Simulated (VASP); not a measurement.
Level of theory: RPBE GGA, VASP's PBE PAW potentials (set 64) (plane waves; VASP).

A VASP calculation is set up with these files.

File POSCAR:
```
PbO
1
    4.0772705070     0.0000000000     0.0000000000
    0.0000000000     4.0772705070     0.0000000000
    0.0000000000     0.0000000000     6.5223103682
Pb O
2 2
Direct
  0.5000000000   0.0000000000   0.8196678093
  0.0000000000   0.5000000000   0.1803321907
  0.5000000000   0.5000000000   0.0000000000
  0.0000000000   0.0000000000   0.0000000000
```

### INCAR
```
ALGO  =  Normal
EDIFF  =  1E-7
EDIFFG  =  -0.01
ENCUT  =  520
GGA  =  RP
IBRION  =  2
ISIF  =  4
ISMEAR  =  0
LASPH  =  T
LCHARG  =  F
LMAXMIX  =  4
LREAL  =  F
LWAVE  =  F
NELM  =  100
NSW  =  30
PREC  =  Accurate
SIGMA  =  0.05
SYSTEM  =  PbO
```

### KPOINTS
```
Automatic mesh
0
Gamma
6 6 4
0 0 0
```

POTCAR, in this order: Pb_d O (PBE.64 set). Program: vasp_std.

### Question
What will the output report for the number of irreducible k-points (NKPTS), largest plane-wave count, number of space-group operations, FFT grid (NGX, NGY, NGZ)?

### Answer

```yaml
number of irreducible k-points (NKPTS): 30
largest_plane_wave_count: 2941
number_of_space_group_operations: 16
FFT grid (NGX, NGY, NGZ): 30 × 30 × 50
```

The compound is PbO in the litharge structure. This cell is one point of a volume scan, at 0.97 of the reference volume. Symmetry was kept, so distortions that lower it aren't found.
